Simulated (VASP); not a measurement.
VSe2:

```
V Se
1.0
     3.35500    0.00000    0.00000
    -1.67750    2.90552    0.00000
     0.00000    0.00000    6.13400
V Se
1 2
Direct
  0.00000 0.00000 0.00000
  0.33333 0.66667 0.25000
  0.66667 0.33333 0.75000
```

Base run:

```yaml
Program: VASP 6.6.1
Functional: LDA
Potentials_or_basis: VASP PAW LDA potentials, release 64 (V_sv, Se)
Cutoff: 520 eV
k_mesh: 7 × 7 × 3
Occupations: gaussian, width 0.05 eV
Spin: no spin polarisation
Hubbard_terms: V d U = 4.0 eV
```

Its results: band gap on the k mesh none (metal or under the smearing width); pressure -2.0 GPa; largest force 0.113 eV/Å.

Q: The run is repeated on the same cell with these changes: spin from no spin polarisation to collinear spin, typed start; further incar settings from ALGO = Normal; EDIFF = 1e-06; NBANDS = 20 to ALGO = Normal; EDIFF = 1e-06; NBANDS = 24. What comes out?

A: Band gap on the k mesh none (metal or under the smearing width); pressure 2.0 GPa; net moment 1.08 μB per cell; site moments V +1.29; Se -0.12 μB; largest force 0.149 eV/Å.

Caveats: U without spin polarisation on a metal has little footing (some runs).
